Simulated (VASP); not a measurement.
Consider the following.

```yaml
crystal:
  lattice:
    - [5.25496, 0.00000, 0.00000]
    - [0.00000, 5.25496, 0.00000]
    - [0.00000, 0.00000, 5.25496]
  atoms:
    - { symbol: Be, position: [0.98979, 0.98979, 0.98979] }
    - { symbol: Be, position: [0.51021, 0.51021, 0.98979] }
    - { symbol: Be, position: [0.51021, 0.98979, 0.51021] }
    - { symbol: Be, position: [0.98979, 0.51021, 0.51021] }
    - { symbol: Te, position: [0.25000, 0.25000, 0.25000] }
    - { symbol: Se, position: [0.75000, 0.75000, 0.25000] }
    - { symbol: Se, position: [0.75000, 0.25000, 0.75000] }
    - { symbol: Se, position: [0.25000, 0.75000, 0.75000] }
```

The numbers are results of PBEsol GGA, VASP's PBE PAW potentials (set 64) (plane waves; VASP 6.6.1), not measurements. Settings: 400 eV cut-off, 5×5×5 Γ-centred mesh, tetrahedra with Blöchl corrections, potentials Be Te Se.

The cores are frozen, which limits the accuracy of field gradients.

**Question.** Give the principal components of the electric field gradient (V/Å²) and the asymmetry η at each nucleus.

**Answer.** 
| atom | Vxx | Vyy | Vzz | η |
|---|---|---|---|---|
| Be1 | 0.1 | 0.1 | -0.2 | - |
| Be2 | 0.1 | 0.1 | -0.2 | - |
| Be3 | 0.1 | 0.1 | -0.2 | - |
| Be4 | 0.1 | 0.1 | -0.2 | - |
| Te5 | 0.0 | 0.0 | 0.0 | - |
| Se6 | -19.2 | -19.2 | 38.4 | 0.00 |
| Se7 | -19.2 | -19.2 | 38.4 | 0.00 |
| Se8 | -19.2 | -19.2 | 38.4 | 0.00 |

The structure was generated: Be4Se3Te was put into an ordered model structure (P-43m), which need not be its known phase. It was relaxed first.
